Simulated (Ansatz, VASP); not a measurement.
## Cross-check of CsGeCl3 between VASP and Ansatz

One calculation is typed for both programs; each brings its own data sets. How far apart do they land? The cell is taken from a series of runs on this material, whose earlier steps may have relaxed, scaled, displaced or heated it; both programs get it as it stands.

Main program and level: Ansatz 0.2.0; plane waves, with VASP 6.6.1 beside it; G0W0 gap at LDA.

## (1) Starting point

Symmetry: R3m, No. 160, trigonal system. The conventional cell has a = 7.694 Å, b = 7.694 Å, c = 9.535 Å, α = 90.00°, β = 90.00°, γ = 120.00°. Cs has 12 Cl at 3.86 to 3.90 Å nearest. Nearest to Ge lie 3 Cl at 2.37 Å. Nearest to Cl lie 2 Ge at 2.37 to 3.10 Å and 4 Cs at 3.86 to 3.90 Å. Farther neighbours and most contacts between anions are not listed.

## (2) Ansatz: G0W0 gap, LDA

Ansatz runs on its default PAW (the set named soft_2) files.

Quasiparticle shifts depend on high empty states and on the cores, so they are the hardest test of two PAW sets.

The input, input.yaml:

```yaml
crystal:
  lattice:
    - [3.8468163907, 2.2209604787, 3.1783005336]
    - [-3.8468163907, 2.2209604787, 3.1783005336]
    - [0.0, -4.4419209574, 3.1783005336]
  atoms:
    - { symbol: Cs, position: [0.99840335, 0.99840335, 0.99840335] }
    - { symbol: Ge, position: [0.51553315, 0.51553315, 0.51553315] }
    - { symbol: Cl, position: [0.49671267, 0.49671267, 0.94863817] }
    - { symbol: Cl, position: [0.49671267, 0.94863817, 0.49671267] }
    - { symbol: Cl, position: [0.94863817, 0.49671267, 0.49671267] }
kpoints:
  mp_grid: { grid: [2, 2, 2] }
hamiltonian:
  xc: lda
scf:
  occupations: { method: fixed }
gw:
  n_empty_bands: 198
  ecut_chi: 141.5
  qp_bands: [v2, c2]
  qp_kpoints: [[0.5, 0.5, 0.5], [0.0, 0.0, 0.0]]
  screening: { model: contour_deformation }
```

Started as:

```
$ ansatz run input.yaml --threads 16 --pin off --max-ram 29491MiB --backend cpu --events-out ev --progress --plain --runs-dir out
```

Numbers of over 12 decimals in the logs are rounded to 6 here.

Log:

```text
Engine: ansatz 0.2.0, aarch64-unknown-linux-gnu
Pseudopotentials: kind: paw
Pseudopotential: Cs, paw, valence charge 9, recommended cutoff 420 eV (normal), Cs.paw.azcp
Pseudopotential: Ge, paw, valence charge 14, recommended cutoff 420 eV (normal), Ge.paw.azcp
Pseudopotential: Cl, paw, valence charge 7, recommended cutoff 420 eV (normal), Cl.paw.azcp
Functional definition: SPW92
  exchange = slater_x
  correlation = pw_c
Crystal: 5 atoms, lattice volume = 162.925 Å³
Basis set: ecut = 420 eV, 3179 PW (Γ)
Bands: 27, of which v1, the nominal top of the filled ones, is band 22 counted from 1 (21 counted from 0)
Symmetry: 6 space group operations
Space group: R3m (ITA 160), of the structure as read, at distance tolerance 5.5e-5 Å
k-points: 4 of 8
Non-local potential: Cs, projectors of the file, l = 0: 3, l = 1: 2, l = 2: 2, l = 3: 2
Non-local potential: Ge, projectors of the file, l = 0: 2, l = 1: 2, l = 2: 3, l = 3: 1
Non-local potential: Cl, projectors of the file, l = 0: 2, l = 1: 2, l = 2: 2
PAW form: soft (Blöchl's): semilocal exchange-correlation on the pseudo side does not see the compensation charge
PAW frozen core: Cs, regenerated for the run's functional, and the local potential with it (the file was generated under x = pbe(κ = 0.804, μ = 0.219515), c = pbe(β = 0.066725))
PAW frozen core: Ge, regenerated for the run's functional, and the local potential with it (the file was generated under x = pbe(κ = 0.804, μ = 0.219515), c = pbe(β = 0.066725))
PAW frozen core: Cl, regenerated for the run's functional, and the local potential with it (the file was generated under x = pbe(κ = 0.804, μ = 0.219515), c = pbe(β = 0.066725))
PAW one-centre angular grid: Cs, 194 points (default); XC on 64 Gauss nodes
PAW one-centre angular grid: Ge, 590 points (default); XC on 64 Gauss nodes
PAW one-centre angular grid: Cl, 110 points (default); XC on 64 Gauss nodes
Initial density: superposition of atomic densities (neutral atoms: chi_scale 0, normalization atom), corrected by the library's trained network
Initial wavefunctions: pseudopotential atomic-orbital guess
Functional: x = slater, c = lda
SCF iter   1: F=—  HF=-12858.998168 eV  |F-HF|=—  |Δ(HF+E_count)|=         —  Δρ=5.23e-3  dr2=3.40e-2  ethr=1.77e-3  ⟨swp⟩=5.5  Hψ=439  notcnv=0  defer=10
preconditioner: auto → Resta (q_TF=auto, 2.193 Å⁻¹)  ε∞=3.4  [insulator: Δε(μ)=1.931 eV  Ē_g=10.660 eV  n_scr=26 (ndim 8)  ℏωp=16.5 eV  f_vac=0.066  ε∞_Penn≈3.4]
SCF iter   2: F=—  HF=-12858.988193 eV  |F-HF|=—  |Δ(HF+E_count)|=   9.98e-3  Δρ=2.74e-3  dr2=8.02e-3  ethr=7.72e-5  ⟨swp⟩=2.2  Hψ=163  notcnv=0  defer=11
SCF iter   3: F=—  HF=-12858.986057 eV  |F-HF|=—  |Δ(HF+E_count)|=   2.14e-3  Δρ=3.57e-4  dr2=4.34e-4  ethr=1.82e-5  ⟨swp⟩=3.0  Hψ=180  notcnv=0  defer=11
SCF iter   4: F=—  HF=-12858.985980 eV  |F-HF|=—  |Δ(HF+E_count)|=   7.78e-5  Δρ=1.10e-4  dr2=5.22e-5  ethr=9.87e-7  ⟨swp⟩=2.5  Hψ=150  notcnv=0  defer=11
SCF iter   5: F=—  HF=-12858.985975 eV  |F-HF|=—  |Δ(HF+E_count)|=   4.90e-6  Δρ=3.86e-5  dr2=2.71e-6  ethr=1.19e-7  ⟨swp⟩=2.0  Hψ=193  notcnv=0  defer=9
SCF iter   6: F=—  HF=-12858.985973 eV  |F-HF|=—  |Δ(HF+E_count)|=   1.70e-6  Δρ=1.44e-5  dr2=4.54e-7  ethr=6.16e-9  ⟨swp⟩=2.0  Hψ=192  notcnv=0  defer=9
SCF iter   7: F=-12858.985973 eV  HF=-12858.985973 eV  |F-HF|=3.35e-9  |Δ(HF+E_count)|=   1.02e-7  Δρ=4.55e-6  dr2=6.09e-8  ethr=2.27e-10  ⟨swp⟩=10.8  Hψ=480  notcnv=0
SCF 1 converged in 7 iterations: F = -12858.985973 eV  dr2 = 6.09e-8
  greatest PAW one-centre occupation: 0.999 electrons in one spin orbital (limit 2), on the Ge atom at site 1 (counted from 0), in its partial waves of l = 2
NSCF: frozen V_eff on 4 k-points
G₀W₀ screening: q 1/4
[... further progress lines ...]
NSCF: frozen V_eff on 1 k-points
NSCF: frozen V_eff on 1 k-points
[...]
SCF converged after 7 iterations
Free energy (F): -12858.985973 eV
Harris-Foulkes:  -12858.985973 eV  (|F-HF|=3.35e-9)
Internal energy: -12858.985973 eV  (E = F + TS)
E sigma→0 (E₀):  -12858.985973 eV
Fermi energy:    3.497702 eV
--- Per-component energies (eV) ---
  E_band       = -343.773886
  E_kinetic    = 734.237730
  E_local      = -4215.784528  (includes V_loc(G=0)·N_el)
  E_nonlocal   = 539.457100
  E_hartree    = 1737.571838
  E_xc         = -564.439700
  E_vxc        = -554.163938  (∫ρ·V_xc dr)
  E_paw        = -8713.363676  (= ΣΔE_a)
  E_vpaw       = -322.663619  (= ΣTr[D̂ρ^β])
  E_aug_tail   = 0.000593  (compensation charges beyond the density's cutoff)
  E_ewald      = -2379.415687
  E_core_change = 2.750358  (= ΣΔE_core)
  E_smearing   = -0.000000  (= −TS)
  E_closure    = 0.000000  (closes the sum)
  Σ components = -12858.985973   (vs F -12858.985973, Δ=0.00e0)
--- Band table (eV) ---
  k-point 0: bands = [... 18 lower, 0.8947, 1.0025, 1.0025, 1.1911, 6.6840, 7.5570, 7.5570, 8.2719, ... 1 higher]
  k-point 1: bands = [... 18 lower, 0.7534, 0.8643, 0.8855, 1.9193, 6.2709, 7.9999, 8.4901, 8.6404, ... 1 higher]
  k-point 2: bands = [... 18 lower, 0.8044, 0.8188, 1.2981, 2.7512, 5.8149, 5.9111, 8.3444, 8.8512, ... 1 higher]
  k-point 3: bands = [... 18 lower, 1.2723, 1.2723, 1.3370, 3.4977, 5.4321, 5.4321, 5.4484, 8.5258, ... 1 higher]
--- G₀W₀: contour deformation, 6 samples at zero and on the imaginary axis and 1 off it, 8 q-points, 198 empty bands' worth ---
  eigenvalues of the whole cell's RPA ε∞ on this k-mesh (on a slab, of 1 + 4πα/V) = 6.1231, 6.1231, 6.1434; static W/v taken at q = 0 is 0.163136
    ik  band        ε_KS         Σx   Σc(E_QP)       V_xc       Z   E_QP_lin       E_QP  E_QP is
     0    21      1.0025   -20.7907     3.3899   -16.5940  0.7221     0.1716     0.1957  root
     0    22      1.1911   -20.1636     3.0760   -16.3566  0.7220     0.4411     0.4601  root
     0    23      6.6840    -4.1288    -3.7136    -8.5780  0.7963     7.4365     7.4196  root
     0    24      7.5570    -3.5539    -3.6222    -7.9411  0.7972     8.3407     8.3220  root
     3    21      1.3370   -21.0559     3.4344   -16.7946  0.7225     0.4849     0.5101  root
     3    22      3.4977   -18.9759     1.7246   -16.8505  0.7441     3.0927     3.0969  root
     3    23      5.4321    -7.5439    -3.7713   -12.2743  0.7655     6.4226     6.3912  root
     3    24      5.4321    -7.5439    -3.7713   -12.2743  0.7655     6.4226     6.3912  root
```

## (3) VASP: G0W0 gap, LDA

The same cell, functional (in two slightly different forms) and mesh now go to VASP, with its own data sets.

Lines of VASP's logs that name or quote its potential files are left out, and so is its time.

The run reads the wave functions of an earlier VASP run, which isn't shown here.

The input, INCAR:

```
SYSTEM = CsGeCl3
PREC = Accurate
ENCUT = 400
ISMEAR = 0
SIGMA = 0.01
LREAL = .FALSE.
GGA = CA
NBANDS = 220
ALGO = EVGW0
NELMGW = 1
ENCUTGW = 141.5
NOMEGA = 64
PRECFOCK = Fast
NBANDSGW = 30
LWAVE = .FALSE.
LCHARG = .FALSE.
```

The input, POSCAR:

```
CsGeCl3
1.0
    3.8468163907      2.2209604787      3.1783005336
   -3.8468163907      2.2209604787      3.1783005336
    0.0000000000     -4.4419209574      3.1783005336
Cs Ge Cl
1 1 3
Direct
    0.9984033500      0.9984033500      0.9984033500
    0.5155331500      0.5155331500      0.5155331500
    0.4967126700      0.4967126700      0.9486381700
    0.4967126700      0.9486381700      0.4967126700
    0.9486381700      0.4967126700      0.4967126700
```

The input, KPOINTS:

```
Automatic mesh
0
Gamma
2 2 2
0 0 0
```

PAW data sets: Cs_sv_GW, Ge_d_GW and Cl_GW (LDA family, release 64).

Started as:

```
$ export OMP_NUM_THREADS=3
$ mpirun -np 1 vasp_std
```

Log:

```text
[banner, memory and clock lines left out]
running    1 mpi-ranks, on    1 nodes
 distrk:  each k-point on    1 cores,    1 groups
 distr:  one band on    1 cores,    1 groups
 Offloading initialized ...    1 GPUs detected
 POSCAR found type information on POSCAR CsGeCl
 POSCAR found :  3 types and       5 ions
|                                                                             |
|           W    W    AA    RRRRR   N    N  II  N    N   GGGG   !!!           |
|           W    W   A  A   R    R  NN   N  II  NN   N  G    G  !!!           |
|           W    W  A    A  R    R  N N  N  II  N N  N  G       !!!           |
|           W WW W  AAAAAA  RRRRR   N  N N  II  N  N N  G  GGG   !            |
|           WW  WW  A    A  R   R   N   NN  II  N   NN  G    G                |
|           W    W  A    A  R    R  N    N  II  N    N   GGGG   !!!           |
|                                                                             |
|     The default for ENCUTGWSOFT is different in this version of VASP.       |
|     please manually set ENCUTGWSOFT =141.5 in the INCAR file.               |
|                                                                             |

 LDA part: xc-table for (Slater(with rela. corr.)+CA(PZ))
 , standard interpolation
 found WAVECAR, reading the header
 POSCAR, INCAR and KPOINTS ok, starting setup
 FFT: planning ... GRIDC
 FFT: planning ... GRID_SOFT
 FFT: planning ... GRID
 reading WAVECAR
 the WAVECAR file was read successfully
 initial charge from wavefunction
 available memory per node:   1683.93 GB, setting MAXMEM to   1724343

 The Fermi energy was updated, please check that it is located mid-gap
 values below the HOMO (VB) or above the LUMO (CB) will cause erroneous energies
 E-fermi :   2.2260

 calculate exact exchange contribution
 the WAVEDER file was read successfully
energies w=
    0.000    0.000    0.644    0.000    1.286    0.000    1.926    0.000
    2.562    0.000    3.192    0.000    3.815    0.000    4.432    0.000
    5.041    0.000    5.642    0.000    6.235    0.000    6.820    0.000
    7.396    0.000    7.965    0.000    8.527    0.000    9.082    0.000
    9.631    0.000   10.175    0.000   10.716    0.000   11.253    0.000
   11.788    0.000   12.321    0.000   12.855    0.000   13.391    0.000
   13.929    0.000   14.471    0.000   15.018    0.000   15.573    0.000
   16.136    0.000   16.709    0.000   17.295    0.000   17.896    0.000
   18.513    0.000   19.150    0.000   19.808    0.000   20.492    0.000
   21.206    0.000   21.951    0.000   22.735    0.000   23.562    0.000
   24.437    0.000   25.368    0.000   26.363    0.000   27.432    0.000
   28.586    0.000   29.839    0.000   31.208    0.000   32.711    0.000
   34.375    0.000   36.230    0.000   38.314    0.000   40.677    0.000
   43.381    0.000   46.510    0.000   50.176    0.000   54.533    0.000
   59.799    0.000   66.289    0.000   74.486    0.000   85.153    0.000
   99.594    0.000  120.206    0.000  151.961    0.000  207.111    0.000
 responsefunction array rank=     624
 LDA part: xc-table for (Slater(with rela. corr.)+CA(PZ))
 , standard interpolation

 min. memory requirement per mpi rank    981.6 MB, per node    981.6 MB

 allocating  64 responsefunctions rank=   624
 shmem allocating  64 responsefunctions rank=   624
 response function shared by NCSHMEM nodes    1
 Doing            64  frequencies on each core in blocks of            64
NQ=   1    0.0000    0.0000    0.0000,
|.........|.........|.........|.........|.........|.........|.........|.........
 performed        122000 updates of chi_q(r,r)
 total number of BLAS operations        375.49 Gflops
NQ=   2    0.5000    0.0000    0.0000,
|.........|.........|.........|.........|.........|.........|.........|.........
 performed        284000 updates of chi_q(r,r)
 total number of BLAS operations        873.96 Gflops
NQ=   3    0.5000    0.5000    0.0000,
|.........|.........|.........|.........|.........|.........|.........|.........
 performed        446000 updates of chi_q(r,r)
 total number of BLAS operations       1378.89 Gflops
NQ=   4    0.5000    0.5000    0.5000,
|.........|.........|.........|.........|.........|.........|.........|.........
 performed        568000 updates of chi_q(r,r)
 total number of BLAS operations       1760.47 Gflops
 resolving degeneracies of screened two electron integrals

 calculate QP shifts <psi_nk| G(iteration)W_0 |psi_nk>: iteration 1
 entering main loop
```

OUTCAR, selected parts (step 3):

```text
ion  position               nearest neighbor table
   1  0.998  0.998  0.998-
   2  0.516  0.516  0.516-   4 2.37   5 2.37   3 2.37
   3  0.497  0.497  0.949-   2 2.37
   4  0.497  0.949  0.497-   2 2.37
   5  0.949  0.497  0.497-   2 2.37

  LATTYP: Found a trigonal (rhomboedric) cell.
 ALAT       =     5.4618912543
 COS(alpha) =     0.0079197291

 Subroutine GETGRP returns: Found  6 space group operations
 (whereof  6 operations were pure point group operations)

The static configuration has the point symmetry C_3v.

 Found      4 irreducible k-points:

   k-points           NKPTS =      4   k-points in BZ     NKDIM =      8   number of bands    NBANDS=    220

   dimension x,y,z NGX =    36 NGY =   36 NGZ =   36
   dimension x,y,z NGXF=    72 NGYF=   72 NGZF=   72

   ENCUT  =  400.0 eV  29.40 Ry    5.42 a.u.   8.91  8.91  8.91*2*pi/ulx,y,z

   NELECT =      44.0000    total number of electrons

  energy-cutoff  :      400.00
  volume of cell :      162.93
      direct lattice vectors                 reciprocal lattice vectors
     3.846816391  2.220960479  3.178300534     0.129977610  0.075042608  0.104877852
    -3.846816391  2.220960479  3.178300534    -0.129977610  0.075042608  0.104877852
     0.000000000 -4.441920957  3.178300534     0.000000000 -0.150085216  0.104877852

 k-points in reciprocal lattice and weights: Automatic mesh
   0.00000000  0.00000000  0.00000000       0.125
   0.50000000  0.00000000  0.00000000       0.375
   0.50000000  0.50000000  0.00000000       0.375
   0.50000000  0.50000000  0.50000000       0.125

 E-fermi :   2.2260

 QP shifts <psi_nk| G(iteration)W_0 |psi_nk>: iteration 1
 for sc-GW calculations column KS-energies equals QP-energies in previous step
 and V_xc(KS)=  KS-energies - (<T + V_ion + V_H > + <T+V_H+V_ion>^1  + <V_x>^1)
 k-point   1 :       0.0000    0.0000    0.0000
  band No.  KS-energies  QP-energies   sigma(KS)   V_xc(KS)     V^pw_x(r,r')   Z            occupation Imag(sigma)
    ...
     19      -1.3629      -2.2779     -15.2065     -13.9352     -18.3569       0.7198       2.0000       0.1278
     20      -1.2544      -2.0981     -15.4250     -14.2577     -18.4683       0.7228       2.0000       0.1236
     21      -1.2544      -2.0981     -15.4250     -14.2577     -18.4683       0.7228       2.0000       0.1236
     22      -1.0598      -1.8216     -15.0283     -13.9764     -17.7895       0.7242       2.0000       0.1210
     23       4.4385       5.1954      -6.4688      -7.4341      -2.9938       0.7841       0.0000      -0.0993
     24       5.2935       6.1012      -6.2498      -7.2784      -2.8903       0.7852       0.0000      -0.1008
     25       5.2935       6.1012      -6.2498      -7.2784      -2.8903       0.7852       0.0000      -0.1008
     26       6.0082       7.0751      -8.1865      -9.5807      -4.5680       0.7653       0.0000      -0.1148
    ...

 k-point   2 :       0.5000    0.0000    0.0000
  band No.  KS-energies  QP-energies   sigma(KS)   V_xc(KS)     V^pw_x(r,r')   Z            occupation Imag(sigma)
    ...
     19      -1.5032      -2.3888     -14.9799     -13.7491     -18.0609       0.7195       2.0000       0.1279
     20      -1.3934      -2.2908     -15.0760     -13.8298     -18.1772       0.7202       2.0000       0.1269
     21      -1.3719      -2.2511     -15.1101     -13.8920     -18.1764       0.7218       2.0000       0.1253
     22      -0.3171      -0.8669     -14.5205     -13.7723     -16.6496       0.7348       2.0000       0.1047
     23       4.0172       5.1154     -10.0121     -11.4894      -6.4548       0.7434       0.0000      -0.1078
     24       5.7474       6.6177      -7.1471      -8.2684      -3.6622       0.7762       0.0000      -0.1060
     25       6.2270       7.1619      -7.2392      -8.4473      -3.8096       0.7739       0.0000      -0.1097
     26       6.3808       7.6095     -10.4496     -12.1223      -6.5573       0.7346       0.0000      -0.1401
    ...

 k-point   3 :       0.5000    0.5000    0.0000
  band No.  KS-energies  QP-energies   sigma(KS)   V_xc(KS)     V^pw_x(r,r')   Z            occupation Imag(sigma)
    ...
     19      -1.4528      -2.3477     -14.9410     -13.6999     -18.0149       0.7210       2.0000       0.1273
     20      -1.4381      -2.3258     -15.0081     -13.7762     -18.0778       0.7206       2.0000       0.1268
     21      -0.9590      -1.8211     -15.5927     -14.3979     -18.6656       0.7215       2.0000       0.1213
     22       0.5202       0.0536     -14.4788     -13.8512     -16.3100       0.7434       2.0000       0.0912
     23       3.5575       4.6230      -9.6669     -11.0852      -6.2008       0.7513       0.0000      -0.1014
     24       3.6609       4.7020      -9.6930     -11.0842      -6.2029       0.7484       0.0000      -0.1036
     25       6.0895       7.2718     -10.5880     -12.1960      -6.7950       0.7353       0.0000      -0.1339
     26       6.5883       7.6316      -7.2519      -8.5977      -3.6658       0.7753       0.0000      -0.1087
    ...

 k-point   4 :       0.5000    0.5000    0.5000
  band No.  KS-energies  QP-energies   sigma(KS)   V_xc(KS)     V^pw_x(r,r')   Z            occupation Imag(sigma)
    ...
     19      -0.9847      -1.8435     -15.5681     -14.3776     -18.6314       0.7215       2.0000       0.1211
     20      -0.9847      -1.8435     -15.5681     -14.3776     -18.6314       0.7215       2.0000       0.1211
     21      -0.9200      -1.7844     -15.6498     -14.4526     -18.7289       0.7220       2.0000       0.1209
     22       1.2707       0.8501     -14.2859     -13.7235     -15.8642       0.7479       2.0000       0.0819
     23       3.1813       4.1635      -9.2207     -10.5225      -5.8076       0.7546       0.0000      -0.0985
     24       3.1813       4.1635      -9.2207     -10.5225      -5.8076       0.7546       0.0000      -0.0985
     25       3.1888       4.2600      -9.6782     -11.0971      -6.2905       0.7550       0.0000      -0.0968
     26       6.2772       7.2091      -6.4812      -7.6725      -2.9020       0.7823       0.0000      -0.1049
    ...
```

## (4) Differences

Known differences besides the potentials themselves: the two LDA forms differ slightly; fixed occupations in Ansatz, narrow Gaussian smearing in VASP; the cutoff is 420 eV in Ansatz and 400 eV in VASP; VASP's log shows a relativistic correction to its local exchange, Ansatz's none; Ansatz integrates over frequency by contour deformation, VASP on a grid of NOMEGA points; Ansatz's G0W0 levels solve the quasiparticle equation, VASP's are linearised. Total energies have different zeros and are not compared.

Compared:

| quantity | Ansatz | VASP | difference |
| --- | --- | --- | --- |
| G0W0 gap on the mesh (eV) | 3.29 | 3.31 | -0.02 |
| Kohn-Sham gap under it (eV) | 1.93 | 1.91 | +0.02 |

## (5) Outcome

```
difference in G0W0 gap on the mesh (G0W0 gap, LDA) : -0.019 eV
```

In words: The difference in G0W0 gap on the mesh is -0.019 eV (G0W0 gap, LDA). How closely two codes agree says nothing of how well the functional describes the real material.

[Lines on the potential files, build, host, timing and source positions are cut from VASP's logs without a mark.]

[Logs are printed without paths, hosts, clocks, repeated set-up lines and the standing remarks that a program may print on its own settings, such as how far it seeks lower states.]

[Hosts, paths, dates, database ids (printed as entryN), source tags and the programs' standing remarks are cut or masked in the printed files.]
